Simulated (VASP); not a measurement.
# Quasiparticle energies of InP in VASP

How does the gap of InP change from the starting functional to GW? The cell is of the zinc-blende type, one of the forms listed for this formula. The start is a cell from a database of measured crystal structures.

Calculated with VASP 6.6.1; r2SCAN; plane waves and PAW (In_d_GW, P_GW), in the first sound run; inputs show where later runs differ.

Most raw output is cut from this account.

The database entry behind the starting cell differs from later determinations by our own check (0.1 to 0.3 % short, probably kX units), so it need not match the best structure at ambient conditions.

## Step 1: The structure

It takes space group F-43m (No. 216, cubic). The conventional cell has a = 5.861 Å, b = 5.861 Å, c = 5.861 Å, α = 90.00°, β = 90.00°, γ = 90.00°. Nearest to In lie 4 P at 2.54 Å. Nearest to P lie 4 In at 2.54 Å. Farther neighbours are not listed.

Structure file:

```cif
data_structure
_symmetry_space_group_name_H-M 'P 1'
_symmetry_Int_Tables_number 1
_cell_length_a 4.1444
_cell_length_b 4.1444
_cell_length_c 4.1444
_cell_angle_alpha 60.000
_cell_angle_beta 60.000
_cell_angle_gamma 60.000
_cell_volume 50.33
loop_
_atom_site_label
_atom_site_type_symbol
_atom_site_fract_x
_atom_site_fract_y
_atom_site_fract_z
_atom_site_occupancy
In1 In 0.00000 0.00000 0.00000 1
P2 P 0.75000 0.75000 0.75000 1
```

## Step 2: Ground state

The orbitals come from a self-consistent r2SCAN run with a tight EDIFF and a narrow smearing. KPOINTS_OPT adds the bands along a path, which shows whether the mesh holds the band edges.

Input file INCAR:

```
SYSTEM = InP
PREC = Accurate
ENCUT = 300
EDIFF = 1E-08
NELM = 100
ISMEAR = 0
SIGMA = 0.01
LREAL = .FALSE.
ALGO = Normal
METAGGA = R2SCAN
LASPH = .TRUE.
NBANDS = 15
LORBIT = 11
LWAVE = .TRUE.
LCHARG = .FALSE.
KPAR = 8
```

Input file POSCAR:

```
InP
1.0
    0.0000000000      2.9305000000      2.9305000000
    2.9305000000      0.0000000000      2.9305000000
    2.9305000000      2.9305000000      0.0000000000
In P
1 1
Direct
    0.0000000000      0.0000000000      0.0000000000
    0.7500000000      0.7500000000      0.7500000000
```

Input file KPOINTS:

```
Automatic mesh
0
Gamma
4 4 4
0 0 0
```

Input file KPOINTS_OPT:

```
Line mode
12
Line-mode
Reciprocal
  0.00000000   0.00000000   0.00000000 GAMMA
  0.50000000   0.00000000   0.50000000 X

  0.50000000   0.00000000   0.50000000 X
  0.50000000   0.25000000   0.75000000 W

  0.50000000   0.25000000   0.75000000 W
  0.37500000   0.37500000   0.75000000 K

  0.37500000   0.37500000   0.75000000 K
  0.00000000   0.00000000   0.00000000 GAMMA

  0.00000000   0.00000000   0.00000000 GAMMA
  0.50000000   0.50000000   0.50000000 L

  0.50000000   0.50000000   0.50000000 L
  0.62500000   0.25000000   0.62500000 U

  0.62500000   0.25000000   0.62500000 U
  0.50000000   0.25000000   0.75000000 W

  0.50000000   0.25000000   0.75000000 W
  0.50000000   0.50000000   0.50000000 L

  0.50000000   0.50000000   0.50000000 L
  0.37500000   0.37500000   0.75000000 K

  0.62500000   0.25000000   0.62500000 U
  0.50000000   0.00000000   0.50000000 X
```

Potentials, in the order of the species: In_d_GW and P_GW (PBE family, release 64).

Run with:

```sh
mpirun -np 8 vasp_std
```

Wall time 76 s (8 MPI ranks of AMD EPYC 7R43, shared host); peak memory 0.93 GiB; 10 min of CPU time.

The PAW data sets were made with PBE, which is usual practice but a small mismatch for other functionals.

Numbers from this step:

* free energy (TOTEN): -32.14 eV
* Fermi energy: 3.830 eV
* pressure: 1.507 GPa
* least gap on mesh and path: 1.137 eV
* least direct gap on mesh and path: 1.137 eV

The highest empty bands on the path are converged less tightly, to about 0.1 eV. Electronic bands along the path, in eV, zero at the valence-band top; v1 is the highest filled band, c1 the lowest empty one:

```tsv
point	v3	v2	v1	c1	c2	c3	c4
Γ	0.00	0.00	0.00	1.14	4.41	4.41	4.41
0.45 of the way	-3.03	-1.30	-1.30	2.89	3.47	6.49	6.49
X	-5.90	-2.42	-2.42	1.98	2.52	9.87	10.27
0.45 of the way	-5.83	-2.71	-2.70	2.78	3.25	8.42	8.44
W	-5.73	-3.07	-3.01	4.56	4.77	6.01	6.56
0.45 of the way	-5.73	-3.31	-2.52	3.54	4.77	6.72	7.25
K	-5.74	-3.43	-2.02	2.61	4.73	7.98	8.01
0.45 of the way	-4.17	-2.32	-0.71	3.30	5.27	5.50	5.51
Γ	0.00	0.00	0.00	1.14	4.41	4.41	4.41
0.45 of the way	-3.15	-0.51	-0.51	2.18	5.07	5.07	5.47
L	-5.90	-1.01	-1.01	1.83	5.13	5.13	7.53
0.45 of the way	-5.75	-2.40	-1.38	2.95	4.76	5.98	7.52
U	-5.74	-3.43	-2.02	2.61	4.73	7.98	8.01
0.45 of the way	-5.74	-3.34	-2.40	3.28	4.76	6.95	7.45
W	-5.73	-3.07	-3.01	4.56	4.77	6.01	6.56
0.55 of the way	-5.72	-2.61	-1.58	3.36	4.49	6.20	7.62
L	-5.90	-1.01	-1.01	1.83	5.13	5.13	7.53
0.45 of the way	-5.75	-2.40	-1.38	2.95	4.76	5.98	7.52
K	-5.74	-3.43	-2.02	2.61	4.73	7.98	8.01
jump to U	-5.74	-3.43	-2.02	2.61	4.73	7.98	8.01
0.55 of the way	-5.86	-2.79	-2.33	2.24	3.03	9.07	9.38
X	-5.90	-2.42	-2.42	1.98	2.52	9.87	10.27
```

Of the projections kept (In, P), the largest for each band there; the rest of the weight can lie on other orbitals:

```tsv
point	v3	v2	v1	c1	c2	c3	c4
Γ	P 0.75	P 0.76	P 0.75	In 0.53	In 0.78	In 0.78	In 0.78
X	In 0.74	P 0.63	P 0.63	In 0.64	In 0.68	P 0.73	In 0.55
W	In 0.75	P 0.63	P 0.58	P 0.67	In 0.51	In 0.67	In 0.63
K	In 0.73	P 0.60	P 0.64	In 0.65	P 0.53	In 0.52	P 0.56
Γ	P 0.75	P 0.76	P 0.75	In 0.53	In 0.78	In 0.78	In 0.78
L	In 0.64	P 0.68	P 0.68	In 0.65	In 0.68	In 0.68	P 0.67
```

The cell has a gap of 1.14 eV on mesh and path. Spin-orbit coupling is left out, which can shift or reorder these edges.

## Step 3: Empty bands

The next step needs empty bands that the ground-state run didn't converge, so the Hamiltonian is diagonalised exactly for NBANDS bands, in a single step. LOPTICS writes the k-derivatives of the orbitals (WAVEDER), which give the long-wavelength limit of the screening.

Input file INCAR:

```
SYSTEM = InP
PREC = Accurate
ENCUT = 300
ISMEAR = 0
SIGMA = 0.01
LREAL = .FALSE.
METAGGA = R2SCAN
LASPH = .TRUE.
NBANDS = 56
ALGO = Exact
NELM = 1
LWAVE = .TRUE.
LCHARG = .FALSE.
LOPTICS = .TRUE.
NEDOS = 1000
CSHIFT = 0.1
```

POSCAR is that of step 2.

KPOINTS is that of step 2.

Run with:

```sh
mpirun -np 8 vasp_std
```

Run time: 11 s. Hardware: 8 MPI ranks; peak memory 0.76 GiB.

The gap is read on the k-mesh alone, so it is an upper bound where the band edges lie off the mesh.

A gap read on the k-mesh alone can miss the band edges.

This step gave:

| Item | Value |
| --- | --- |
| gap on the k-mesh | 1.137 eV |
| least direct gap on the k-mesh | 1.137 eV |

WAVECAR now holds 56 bands for 18 electrons. Its independent-particle dielectric tensor has xx, yy, zz = 20.8, 20.8, 20.8 on this mesh, which isn't tested for convergence in mesh or bands and lacks local fields.

## Step 4: G0W0, bands in the sums 56

This step: G0W0 on r2SCAN; plane waves and PAW (In_d_GW, P_GW) (VASP 6.6.1).

G0W0 keeps orbitals and screening fixed and shifts each of the lowest NBANDSGW levels once.

Input file INCAR:

```
SYSTEM = InP
PREC = Accurate
ENCUT = 300
ISMEAR = 0
SIGMA = 0.01
LREAL = .FALSE.
METAGGA = R2SCAN
LASPH = .TRUE.
NBANDS = 56
ALGO = EVGW0
NELMGW = 1
ENCUTGW = 200
NOMEGA = 64
PRECFOCK = Fast
NBANDSGW = 24
LWAVE = .FALSE.
LCHARG = .FALSE.
```

POSCAR is that of step 3.

KPOINTS is that of step 3.

Run with:

```sh
mpirun -np 8 vasp_std
```

It took 65 s on 8 MPI ranks; peak memory 2 GiB.

Numbers from this step:

```yaml
quasiparticle_gap_on_the_mesh: 1.451 eV
smallest_direct_quasiparticle_gap_on_the_mesh: 1.451 eV
gap_of_the_starting_orbitals_on_the_mesh: 1.137 eV
```

GW takes the gap from 1.137 to 1.451 eV. Spin-orbit coupling is left out. The value holds for 56 bands, ENCUTGW = 200 eV and this mesh, and isn't shown to be converged in them.

## Step 5: Empty bands

This step: r2SCAN; plane waves and PAW (In_d_GW, P_GW) (VASP 6.6.1).

The empty bands are made again, for the run that follows.

Input file INCAR:

```
SYSTEM = InP
PREC = Accurate
ENCUT = 300
ISMEAR = 0
SIGMA = 0.01
LREAL = .FALSE.
METAGGA = R2SCAN
LASPH = .TRUE.
NBANDS = 72
ALGO = Exact
NELM = 1
LWAVE = .TRUE.
LCHARG = .FALSE.
LOPTICS = .TRUE.
NEDOS = 1000
CSHIFT = 0.1
```

POSCAR is that of step 4.

KPOINTS is that of step 4.

Run with:

```sh
mpirun -np 8 vasp_std
```

Wall time 11 s (8 MPI ranks); peak memory 0.76 GiB; 84 s of CPU time.

WAVECAR now holds 72 bands for 18 electrons.

## Step 6: G0W0, bands in the sums 72

This step: G0W0 on r2SCAN; plane waves and PAW (In_d_GW, P_GW) (VASP 6.6.1).

The sums now run over 72 bands at the same response cutoff.

Input file INCAR:

```
SYSTEM = InP
PREC = Accurate
ENCUT = 300
ISMEAR = 0
SIGMA = 0.01
LREAL = .FALSE.
METAGGA = R2SCAN
LASPH = .TRUE.
NBANDS = 72
ALGO = EVGW0
NELMGW = 1
ENCUTGW = 200
NOMEGA = 64
PRECFOCK = Fast
NBANDSGW = 24
LWAVE = .FALSE.
LCHARG = .FALSE.
```

POSCAR is that of step 5.

KPOINTS is that of step 5.

Run with:

```sh
mpirun -np 8 vasp_std
```

It took 83 s on 8 MPI ranks; peak memory 2 GiB; 11 min of CPU time.

The gap is now 1.430 eV, -21 meV against the GW run before. Spin-orbit coupling is left out.

## Step 7: Empty bands

This step: r2SCAN; plane waves and PAW (In_d_GW, P_GW) (VASP 6.6.1).

Input file INCAR:

```
SYSTEM = InP
PREC = Accurate
ENCUT = 300
ISMEAR = 0
SIGMA = 0.01
LREAL = .FALSE.
METAGGA = R2SCAN
LASPH = .TRUE.
NBANDS = 104
ALGO = Exact
NELM = 1
LWAVE = .TRUE.
LCHARG = .FALSE.
LOPTICS = .TRUE.
NEDOS = 1000
CSHIFT = 0.1
```

POSCAR is that of step 6.

KPOINTS is that of step 6.

Run with:

```sh
mpirun -np 8 vasp_std
```

Run time: 11 s. Hardware: 8 MPI ranks; peak memory 0.78 GiB; 84 s of CPU time.

WAVECAR now holds 104 bands for 18 electrons.

## Step 8: G0W0, bands in the sums 104

This step: G0W0 on r2SCAN; plane waves and PAW (In_d_GW, P_GW) (VASP 6.6.1).

The sums now run over 104 bands at the same response cutoff.

Input file INCAR:

```
SYSTEM = InP
PREC = Accurate
ENCUT = 300
ISMEAR = 0
SIGMA = 0.01
LREAL = .FALSE.
METAGGA = R2SCAN
LASPH = .TRUE.
NBANDS = 104
ALGO = EVGW0
NELMGW = 1
ENCUTGW = 200
NOMEGA = 64
PRECFOCK = Fast
NBANDSGW = 24
LWAVE = .FALSE.
LCHARG = .FALSE.
```

POSCAR is that of step 7.

KPOINTS is that of step 7.

Run with:

```sh
mpirun -np 8 vasp_std
```

Wall time 98 s (8 MPI ranks); peak memory 2.1 GiB.

The gap is now 1.438 eV, +8 meV against the GW run before. Spin-orbit coupling is left out.

## Step 9: Empty bands

This step: r2SCAN; plane waves and PAW (In_d_GW, P_GW) (VASP 6.6.1).

Input file INCAR:

```
SYSTEM = InP
PREC = Accurate
ENCUT = 300
ISMEAR = 0
SIGMA = 0.01
LREAL = .FALSE.
METAGGA = R2SCAN
LASPH = .TRUE.
NBANDS = 136
ALGO = Exact
NELM = 1
LWAVE = .TRUE.
LCHARG = .FALSE.
LOPTICS = .TRUE.
NEDOS = 1000
CSHIFT = 0.1
```

POSCAR is that of step 8.

KPOINTS is that of step 8.

Run with:

```sh
mpirun -np 8 vasp_std
```

Run time: 15 s. Hardware: 8 MPI ranks; peak memory 0.74 GiB.

WAVECAR now holds 136 bands for 18 electrons.

## Step 10: G0W0, bands in the sums 136

This step: G0W0 on r2SCAN; plane waves and PAW (In_d_GW, P_GW) (VASP 6.6.1).

The sums now run over 136 bands at the same response cutoff.

Input file INCAR:

```
SYSTEM = InP
PREC = Accurate
ENCUT = 300
ISMEAR = 0
SIGMA = 0.01
LREAL = .FALSE.
METAGGA = R2SCAN
LASPH = .TRUE.
NBANDS = 136
ALGO = EVGW0
NELMGW = 1
ENCUTGW = 200
NOMEGA = 64
PRECFOCK = Fast
NBANDSGW = 24
LWAVE = .FALSE.
LCHARG = .FALSE.
```

POSCAR is that of step 9.

KPOINTS is that of step 9.

Run with:

```sh
mpirun -np 8 vasp_std
```

Elapsed: 2.1 min, on 8 MPI ranks; peak memory 2 GiB; 17 min of CPU time.

The gap is now 1.450 eV, +12 meV against the GW run before. Spin-orbit coupling is left out.

## Step 11: Empty bands

This step: r2SCAN; plane waves and PAW (In_d_GW, P_GW) (VASP 6.6.1).

Input file INCAR:

```
SYSTEM = InP
PREC = Accurate
ENCUT = 300
ISMEAR = 0
SIGMA = 0.01
LREAL = .FALSE.
METAGGA = R2SCAN
LASPH = .TRUE.
NBANDS = 176
ALGO = Exact
NELM = 1
LWAVE = .TRUE.
LCHARG = .FALSE.
LOPTICS = .TRUE.
NEDOS = 1000
CSHIFT = 0.1
```

POSCAR is that of step 10.

KPOINTS is that of step 10.

Run with:

```sh
mpirun -np 8 vasp_std
```

Elapsed: 16 s, on 8 MPI ranks; peak memory 0.77 GiB.

WAVECAR now holds 176 bands for 18 electrons.

## Step 12: G0W0, bands in the sums 176

This step: G0W0 on r2SCAN; plane waves and PAW (In_d_GW, P_GW) (VASP 6.6.1).

The sums now run over 176 bands at the same response cutoff.

Input file INCAR:

```
SYSTEM = InP
PREC = Accurate
ENCUT = 300
ISMEAR = 0
SIGMA = 0.01
LREAL = .FALSE.
METAGGA = R2SCAN
LASPH = .TRUE.
NBANDS = 176
ALGO = EVGW0
NELMGW = 1
ENCUTGW = 200
NOMEGA = 64
PRECFOCK = Fast
NBANDSGW = 24
LWAVE = .FALSE.
LCHARG = .FALSE.
```

POSCAR is that of step 11.

KPOINTS is that of step 11.

Run with:

```sh
mpirun -np 8 vasp_std
```

The job ended after 2.5 min (8 MPI ranks; peak memory 2.1 GiB; 19 min of CPU time).

The gap is now 1.456 eV, +6 meV against the GW run before. Spin-orbit coupling is left out.

## Step 13: Empty bands

This step: r2SCAN; plane waves and PAW (In_d_GW, P_GW) (VASP 6.6.1).

Input file INCAR:

```
SYSTEM = InP
PREC = Accurate
ENCUT = 300
ISMEAR = 0
SIGMA = 0.01
LREAL = .FALSE.
METAGGA = R2SCAN
LASPH = .TRUE.
NBANDS = 216
ALGO = Exact
NELM = 1
LWAVE = .TRUE.
LCHARG = .FALSE.
LOPTICS = .TRUE.
NEDOS = 1000
CSHIFT = 0.1
```

POSCAR is that of step 12.

KPOINTS is that of step 12.

Run with:

```sh
mpirun -np 8 vasp_std
```

Wall time 15 s (8 MPI ranks); peak memory 0.72 GiB.

WAVECAR now holds 216 bands for 18 electrons.

## Step 14: G0W0, bands in the sums 216

This step: G0W0 on r2SCAN; plane waves and PAW (In_d_GW, P_GW) (VASP 6.6.1).

The sums now run over 216 bands at the same response cutoff.

Input file INCAR:

```
SYSTEM = InP
PREC = Accurate
ENCUT = 300
ISMEAR = 0
SIGMA = 0.01
LREAL = .FALSE.
METAGGA = R2SCAN
LASPH = .TRUE.
NBANDS = 216
ALGO = EVGW0
NELMGW = 1
ENCUTGW = 200
NOMEGA = 64
PRECFOCK = Fast
NBANDSGW = 24
LWAVE = .FALSE.
LCHARG = .FALSE.
```

POSCAR is that of step 13.

KPOINTS is that of step 13.

Run with:

```sh
mpirun -np 8 vasp_std
```

Elapsed: 2.9 min, on 8 MPI ranks; peak memory 2.1 GiB; 22 min of CPU time.

The gap is now 1.456 eV, +0 meV against the GW run before. Spin-orbit coupling is left out.

## Step 15: Empty bands

This step: r2SCAN; plane waves and PAW (In_d_GW, P_GW) (VASP 6.6.1).

Input file INCAR:

```
SYSTEM = InP
PREC = Accurate
ENCUT = 300
ISMEAR = 0
SIGMA = 0.01
LREAL = .FALSE.
METAGGA = R2SCAN
LASPH = .TRUE.
NBANDS = 272
ALGO = Exact
NELM = 1
LWAVE = .TRUE.
LCHARG = .FALSE.
LOPTICS = .TRUE.
NEDOS = 1000
CSHIFT = 0.1
```

POSCAR is that of step 14.

KPOINTS is that of step 14.

Run with:

```sh
mpirun -np 8 vasp_std
```

The job ended after 17 s (8 MPI ranks; peak memory 0.8 GiB; 2 min of CPU time).

WAVECAR now holds 272 bands for 18 electrons.

## Step 16: G0W0, bands in the sums 272

This step: G0W0 on r2SCAN; plane waves and PAW (In_d_GW, P_GW) (VASP 6.6.1).

The sums now run over 272 bands at the same response cutoff.

Input file INCAR:

```
SYSTEM = InP
PREC = Accurate
ENCUT = 300
ISMEAR = 0
SIGMA = 0.01
LREAL = .FALSE.
METAGGA = R2SCAN
LASPH = .TRUE.
NBANDS = 272
ALGO = EVGW0
NELMGW = 1
ENCUTGW = 200
NOMEGA = 64
PRECFOCK = Fast
NBANDSGW = 24
LWAVE = .FALSE.
LCHARG = .FALSE.
```

POSCAR is that of step 15.

KPOINTS is that of step 15.

Run with:

```sh
mpirun -np 8 vasp_std
```

The job ended after 3 min (8 MPI ranks; peak memory 2.2 GiB; 23 min of CPU time).

The gap is now 1.459 eV, +3 meV against the GW run before. Spin-orbit coupling is left out.

## Step 17: Empty bands

This step: r2SCAN; plane waves and PAW (In_d_GW, P_GW) (VASP 6.6.1).

Input file INCAR:

```
SYSTEM = InP
PREC = Accurate
ENCUT = 300
ISMEAR = 0
SIGMA = 0.01
LREAL = .FALSE.
METAGGA = R2SCAN
LASPH = .TRUE.
NBANDS = 328
ALGO = Exact
NELM = 1
LWAVE = .TRUE.
LCHARG = .FALSE.
LOPTICS = .TRUE.
NEDOS = 1000
CSHIFT = 0.1
```

POSCAR is that of step 16.

KPOINTS is that of step 16.

Run with:

```sh
mpirun -np 8 vasp_std
```

It took 19 s on 8 MPI ranks; peak memory 0.79 GiB; 2.4 min of CPU time.

WAVECAR now holds 328 bands for 18 electrons.

## Step 18: G0W0, bands in the sums 328

This step: G0W0 on r2SCAN; plane waves and PAW (In_d_GW, P_GW) (VASP 6.6.1).

The sums now run over 328 bands at the same response cutoff.

Input file INCAR:

```
SYSTEM = InP
PREC = Accurate
ENCUT = 300
ISMEAR = 0
SIGMA = 0.01
LREAL = .FALSE.
METAGGA = R2SCAN
LASPH = .TRUE.
NBANDS = 328
ALGO = EVGW0
NELMGW = 1
ENCUTGW = 200
NOMEGA = 64
PRECFOCK = Fast
NBANDSGW = 24
LWAVE = .FALSE.
LCHARG = .FALSE.
```

POSCAR is that of step 17.

KPOINTS is that of step 17.

Run with:

```sh
mpirun -np 8 vasp_std
```

It took 3.9 min on 8 MPI ranks; peak memory 2.3 GiB; 31 min of CPU time.

The gap is now 1.457 eV, -2 meV against the GW run before. Spin-orbit coupling is left out.

## Step 19: Summary

This step: GW series: G0W0 on r2SCAN; plane waves and PAW (VASP 6.6.1).

No new run; the numbers come from the runs before.

G0W0 on a 4x4x4 mesh; cost is wall time times ranks on a shared host, with the step that makes the empty bands but not the self-consistent start. G0W0 series:

```tsv
bands in the sums	quasiparticle gap (eV)	direct quasiparticle gap (eV)	cost (core minutes)
56	1.451	1.451	10.11
72	1.43	1.43	12.59
104	1.438	1.438	14.59
136	1.45	1.45	19.01
176	1.456	1.456	21.89
216	1.456	1.456	24.85
272	1.459	1.459	25.81
328	1.457	1.457	33.43
```

## Step 20: Results

| Quantity | Value |
| --- | --- |
| G0W0 on r2SCAN, 328 bands, ENCUTGW 200 eV, NOMEGA 64, mesh 4×4×4 | 1.137 → 1.457 eV |
| G0W0 on r2SCAN, 56 bands, ENCUTGW 200 eV, NOMEGA 64, mesh 4×4×4 | 1.137 → 1.451 eV |

G0W0 gives a quasiparticle gap of 1.457 eV on the mesh, 0.32 eV over the r2SCAN gap on the same mesh. On mesh and path the starting valence top lies at Γ and the conduction bottom at Γ, so the starting gap is direct. Both points lie on the GW mesh. The steps of the series move the gap by -22, +8, +12, +6, -0, +3, -2 meV; the last costs 1.3 times the one before. The last step lies within a tolerance of 30 meV, picked for this account, and the last two together move the gap by +1 meV. Response cutoff and mesh weren't varied, so the series can only reach this cutoff's value. In In_d_GW the d shell is in the valence without all the semicore s and p states of the same shell; those stay frozen in the core, and how far that moves the GW gap wasn't tested here. Spin-orbit coupling is left out; with In in the cell it can split or shift band edges, by an amount that depends on which atoms form them and isn't tested here. Not tabulated here, as repeats of values shown or as unfit to read for their mesh, reference level or band range: eps2 curves (empty bands); eps1 curves and static values (empty bands); gaps (empty bands).

[Lines on the potential files, build, host, timing and source positions are cut from VASP's logs without a mark.]

[Logs are printed without paths, hosts, clocks, repeated set-up lines and the standing remarks that a program may print on its own settings, such as how far it seeks lower states.]

[Hosts, paths, dates, database ids (printed as entryN), source tags and the programs' standing remarks are cut or masked in the printed files.]

[Pressures printed for these runs are not shown converged in the cutoff: they can be off by several GPa and have the wrong sign.]
